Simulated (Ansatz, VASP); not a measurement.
**CsSi2 in VASP and in Ansatz**

```xyz
3
Lattice="6.3716 0.0000 0.0000 -3.1858 5.5179 0.0000 0.0000 0.0000 4.4787" Properties=species:S:1:pos:R:3 pbc="T T T"
Cs    0.0000    0.0000    0.0000
Si    3.1858    1.8393    1.1214
Si    3.1858    1.8393    3.3572
```

The cell was built by a generator and needn't be a form met in nature.

Alike in both runs: task single point; functional PBE; k mesh 5 × 5 × 6; occupations fermi-dirac, width 0.05 eV; no spin polarisation.

|  | VASP | Ansatz |
| --- | --- | --- |
| version | VASP 6.6.1 | Ansatz 0.2.0 |
| potentials or method | VASP PAW PBE potentials, release 64 (Cs_sv, Si) | Ansatz PAW |
| plane-wave cutoff (eV) | 520 | 420 |
| valence electrons in the cell | 17 | 17 |

|  | VASP | Ansatz | Ansatz less VASP |
| --- | --- | --- | --- |
| gap on the k mesh at the Fermi level (eV) | none | none | - |
| pressure (GPa) | -0.6 | -0.5 | +0.02 |
| largest component of the traceless stress (GPa) | 1.06 | 0.99 | -0.069 |
| rms of the force components (eV/Å) | 0.077 | 0.079 | +0.0018 |

Atom by atom the forces differ by 0.002 eV/Å (rms over components). A gap of «none» marks a metal or a gap that the smearing closes. With one functional, cell and mesh, what is left measures potentials, basis and numerics.

Spin-orbit coupling is left out, which matters for the levels of Cs.
